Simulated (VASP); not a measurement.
Method: PBE GGA, VASP's PBE PAW potentials (set 64) (plane waves; VASP 6.6.1).

VASP ran on this input.

### POSCAR
```
CuI
1
    0.0000000000     3.0353534983     3.0353534983
    3.0353534983     0.0000000000     3.0353534983
    3.0353534983     3.0353534983    -0.0000000000
Cu I
1 1
Direct
  0.0000000000   0.0000000000   0.0000000000
  0.2500000000   0.2500000000   0.2500000000
```

### INCAR
```
SYSTEM=CuI
PREC=Accurate; ENCUT=480; LREAL=.FALSE.
LASPH=.TRUE.
EDIFF=1E-7; NELM=100; ALGO=Normal
LMAXMIX=4
ISMEAR=0; SIGMA=0.05
GGA=PE
ISIF=2
LWAVE=.FALSE.; LCHARG=.FALSE.
```

**KPOINTS**
```
Automatic mesh
0
Gamma
8 8 8
0 0 0
```

POTCAR, in this order: Cu I (PBE.64 set). Program: vasp_std.

What VASP printed:

### OSZICAR
```
       N       E                     dE             d eps       ncg     rms          rms(c)
DAV:   1     0.103936327892E+03    0.10394E+03   -0.75587E+03   754   0.138E+03
DAV:   2     0.142345800924E+01   -0.10251E+03   -0.96427E+02   754   0.260E+02
DAV:   3    -0.553483804151E+01   -0.69583E+01   -0.68557E+01  1029   0.799E+01
DAV:   4    -0.576833240372E+01   -0.23349E+00   -0.23334E+00   892   0.130E+01
DAV:   5    -0.577696762772E+01   -0.86352E-02   -0.86350E-02  1095   0.261E+00    0.523E+00
DAV:   6    -0.570105774279E+01    0.75910E-01   -0.34561E+00   788   0.529E+01    0.339E+00
DAV:   7    -0.556204183689E+01    0.13902E+00   -0.77835E-01   824   0.314E+01    0.170E+00
DAV:   8    -0.556476275814E+01   -0.27209E-02   -0.48716E-02  1096   0.375E+00    0.475E-01
DAV:   9    -0.556175867367E+01    0.30041E-02   -0.14995E-02   952   0.382E+00    0.146E-01
DAV:  10    -0.556192258889E+01   -0.16392E-03   -0.69112E-04   904   0.247E-01    0.657E-02
DAV:  11    -0.556196017876E+01   -0.37590E-04   -0.39746E-04   939   0.606E-01    0.322E-02
DAV:  12    -0.556195792257E+01    0.22562E-05   -0.34364E-05  1176   0.116E-01    0.277E-02
DAV:  13    -0.556195655810E+01    0.13645E-05   -0.23643E-06  1151   0.348E-02    0.155E-02
DAV:  14    -0.556195595317E+01    0.60493E-06   -0.83105E-06  1045   0.906E-02    0.306E-03
DAV:  15    -0.556195632251E+01   -0.36934E-06   -0.12647E-06   824   0.903E-03    0.500E-03
DAV:  16    -0.556195626352E+01    0.58990E-07   -0.39456E-08   502   0.317E-03
   1 F= -.55619563E+01 E0= -.55619563E+01  d E =-.154207E-12
```

OUTCAR:
```
------------------------ aborting loop because EDIFF is reached ----------------------------------------
  FORCE on cell =-STRESS in cart. coord.  units (eV):
  Direction    XX          YY          ZZ          XY          YZ          ZX
  --------------------------------------------------------------------------------------
  Total        0.0455842      0.0455842      0.0455842     -0.0000000     -0.0000000     -0.0000000
  in kB        1.3057712      1.3057712      1.3057712     -0.0000000     -0.0000000     -0.0000000
  external PRESSURE =       1.3057712 kB  Pullay stress =       0.0000000 kB
  volume of cell :       55.93
      direct lattice vectors                 reciprocal lattice vectors
     0.000000000  3.035353498  3.035353498    -0.164725460  0.164725460  0.164725460
     3.035353498  0.000000000  3.035353498     0.164725460 -0.164725460  0.164725460
     3.035353498  3.035353498  0.000000000     0.164725460  0.164725460 -0.164725460
  FREE ENERGIE OF THE ION-ELECTRON SYSTEM (eV)
  ---------------------------------------------------
  free  energy   TOTEN  =        -5.5619562635 eV

  energy  without entropy=       -5.5619562635  energy(sigma->0) =       -5.56195626
```
(Selected blocks of OUTCAR.)

The compound is CuI in the zinc blende structure. It was relaxed first.
